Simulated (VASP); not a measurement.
```xyz
2
Lattice="3.5334 0.0000 0.0000 0.0000 3.5334 0.0000 0.0000 0.0000 3.5334" Properties=species:S:1:pos:R:3 pbc="T T T"
Ge     0.0000     0.0000     0.0000
Sn     1.7667     1.7667     1.7667
```

These are PBEsol GGA, VASP's PBE PAW potentials (set 64) (plane waves; VASP) values and carry that method's errors. Numerical set-up: 400 eV cut-off, 12×12×12 Γ-centred mesh, tetrahedra with Blöchl corrections, potentials Ge_d Sn_d.

Unless said otherwise, spin-orbit coupling is left out, though it shifts the bands of the heavy elements here.

Q: Tabulate the total density of states (states/eV per cell) against energy (eV; zero at the valence-band maximum or, without a gap, the Fermi level).

A: 
(E (eV), DOS (states/eV)): (-9.98, 0.50); (-9.86, 0.52); (-9.62, 0.58); (-9.50, 0.58); (-9.26, 0.54); (-9.14, 0.52); (-8.90, 0.49); (-8.78, 0.51); (-8.66, 0.54); (-8.42, 0.58); (-8.30, 0.61); (-8.06, 0.67); (-7.94, 0.69); (-7.82, 0.71); (-7.58, 0.69); (-7.46, 0.68); (-7.22, 0.71); (-7.10, 0.73); (-6.86, 0.91); (-6.74, 1.03); (-6.62, 1.00); (-6.38, 0.89); (-6.26, 0.85); (-6.02, 0.74); (-5.90, 0.71); (-5.78, 0.59); (-5.54, 0.41); (-5.42, 0.42); (-5.18, 0.24); (-5.06, 0.22); (-4.82, 0.25); (-4.70, 0.31); (-4.58, 0.39); (-4.34, 0.47); (-4.22, 0.52); (-3.98, 0.61); (-3.86, 0.65); (-3.74, 0.69); (-3.50, 0.83); (-3.38, 0.99); (-3.14, 1.16); (-3.02, 1.08); (-2.78, 0.94); (-2.66, 0.94); (-2.54, 0.93); (-2.30, 0.89); (-2.18, 0.83); (-1.94, 0.86); (-1.82, 0.88); (-1.70, 0.87); (-1.46, 0.93); (-1.34, 0.98); (-1.10, 0.92); (-0.98, 0.95); (-0.74, 1.00); (-0.62, 1.02); (-0.50, 1.06); (-0.26, 1.08); (-0.14, 1.08); (0.10, 1.10); (0.22, 1.11); (0.34, 1.12); (0.58, 1.07); (0.70, 1.04); (0.94, 0.99); (1.06, 0.97); (1.30, 1.03); (1.42, 1.07); (1.54, 1.12); (1.78, 1.22); (1.90, 1.27); (2.14, 1.21); (2.26, 1.11); (2.38, 0.96); (2.62, 0.88); (2.74, 0.86); (2.98, 0.94); (3.10, 1.02); (3.34, 1.14); (3.46, 1.11)
Within 2 eV below the Fermi level the largest weight inside VASP's projection spheres is Ge p, then Sn p.

The structure was generated: GeSn was put into the CsCl type type (Pm-3m), which need not be its known phase. It was relaxed first, which changed the volume by +16 %. VASP warned that the highest band is occupied, so more bands are needed.
